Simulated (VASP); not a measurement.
Given:

```
CELL_PARAMETERS angstrom
      1.83645    -3.18082     0.00000
      1.83645     3.18082     0.00000
      0.00000     0.00000     5.45592
ATOMIC_POSITIONS crystal
  Pt 0.00000 0.00000 0.00000
  S  0.33333 0.66667 0.23412
  S  0.66667 0.33333 0.76588
```

Computed with vdW-DF2, VASP's PBE PAW potentials (set 64) (plane waves; VASP). Run with 520 eV cut-off, 8×8×5 Γ-centred mesh, tetrahedra with Blöchl corrections, potentials Pt S.

The cores are frozen, which limits the accuracy of field gradients.

Question: Give the principal components of the electric field gradient (V/Å²) and the asymmetry η at each nucleus.

Answer: 
```csv
atom,Vxx,Vyy,Vzz,η
Pt1,-49.6,-49.6,99.2,0.00
S2,25.7,25.7,-51.3,0.00
S3,25.7,25.7,-51.3,0.00
```

The compound is PtS2 in the 1T layered structure. It was relaxed first, which changed the volume by +17 %.
